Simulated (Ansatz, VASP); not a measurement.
## InW2 in VASP and in Ansatz

```xyz
3
Lattice="-1.7683 1.7683 4.3378 1.7683 -1.7683 4.3378 1.7683 1.7683 -4.3378" Properties=species:S:1:pos:R:3 pbc="T T T"
In    0.0000    0.0000    0.0000
W     0.0000    0.0000    5.7692
W     0.0000    0.0000    2.9063
```

Alike in both runs: task relaxation of cell and atoms; functional PBE; k mesh 6 × 6 × 6; occupations gaussian, width 0.1 eV; no spin polarisation.

|  | VASP | Ansatz |
| --- | --- | --- |
| version | VASP 6.6.1 | Ansatz 0.2.0 |
| potentials or method | VASP PAW PBE potentials, release 64 (In_d, W_sv) | scalar-relativistic, plane waves, PAW |
| plane-wave cutoff (eV) | 600 | 420 |
| valence electrons in the cell | 41 | 41 |

|  | VASP | Ansatz | Ansatz less VASP |
| --- | --- | --- | --- |
| gap on the k mesh at the Fermi level, each at its own relaxed structure (eV) | none | none | - |
| relaxed volume (Å³/atom) | 17.82 | 17.84 | +0.018 |
| relaxed cell length with the largest relative difference (Å) | 5.322 | 5.326 | +0.0038 |
| energy change over the relaxation (meV/atom) | -190 | -192 | -1.5 |

A gap of «none» marks a metal or a gap that the smearing closes.

Caveats: the k mesh is coarse (spacing up to 0.42 Å⁻¹), so the values aren't converged. Spin-orbit coupling is left out, which matters for the levels of W.
